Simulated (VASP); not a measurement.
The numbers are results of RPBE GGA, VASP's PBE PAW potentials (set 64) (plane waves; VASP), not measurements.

VASP ran on this input.

POSCAR:
```
Pt3Ti
1.0
  3.9660619793   0.0000000000   0.0000000000
  0.0000000000   3.9660619793   0.0000000000
  0.0000000000   0.0000000000   3.9660619793
Ti Pt
1 3
direct
  0.0000000000   0.0000000000   0.0000000000
  0.0000000000   0.5000000000   0.5000000000
  0.5000000000   0.0000000000   0.5000000000
  0.5000000000   0.5000000000   0.0000000000
```

KPOINTS:
```
Regular mesh
0
Gamma
7 7 7
0 0 0
```

**INCAR**
```
! general
SYSTEM  = Pt3Ti
PREC    = Accurate
ENCUT   = 520
LREAL   = .FALSE.
LASPH   = .TRUE.

! electronic loop
EDIFF   = 1E-6
NELM    = 100
ALGO    = Normal
LMAXMIX = 6

! smearing
ISMEAR  = 1
SIGMA   = 0.1

! functional
GGA     = RP

! ions
IBRION  = 2
NSW     = 60
ISIF    = 3
EDIFFG  = -0.02

! output
LWAVE   = .FALSE.
LCHARG  = .FALSE.
```

POTCAR, in this order: Ti_sv Pt (PBE.64 set). Program: vasp_std.

Unless said otherwise, spin-orbit coupling is left out, though it shifts the bands of the heavy elements here.

### Question
Predict the energy per atom (σ→0), volume per atom, band gap (on the k-mesh).

### Answer

```yaml
energy per atom (σ→0): -6.795 eV/atom
band gap (on the k-mesh): none (metal, semimetal or under 0.01 eV)
volume_per_atom: 15.63 Å^3/atom
```

**OSZICAR**
```
...
DAV:   3    -0.271811635444E+02   -0.12618E-02   -0.35862E-02  1513   0.119E+00    0.445E-01
DAV:   4    -0.271784955246E+02    0.26680E-02   -0.16626E-02  1411   0.724E-01    0.118E-01
DAV:   5    -0.271785927375E+02   -0.97213E-04   -0.46815E-04  1309   0.134E-01    0.449E-02
DAV:   6    -0.271786590371E+02   -0.66300E-04   -0.23051E-04  1423   0.513E-02    0.274E-02
DAV:   7    -0.271786607195E+02   -0.16824E-05   -0.64066E-06  1080   0.143E-02    0.201E-02
DAV:   8    -0.271786633405E+02   -0.26210E-05   -0.59569E-06  1073   0.181E-02    0.266E-03
DAV:   9    -0.271786636254E+02   -0.28490E-06   -0.16857E-07   503   0.324E-03
   3 F= -.27178664E+02 E0= -.27178934E+02  d E =-.245855E-03
```

The compound is Pt3Ti in the L1_2 structure. This run relaxes it. Symmetry was kept, so distortions that lower it aren't found. The start is the result of an earlier pass.
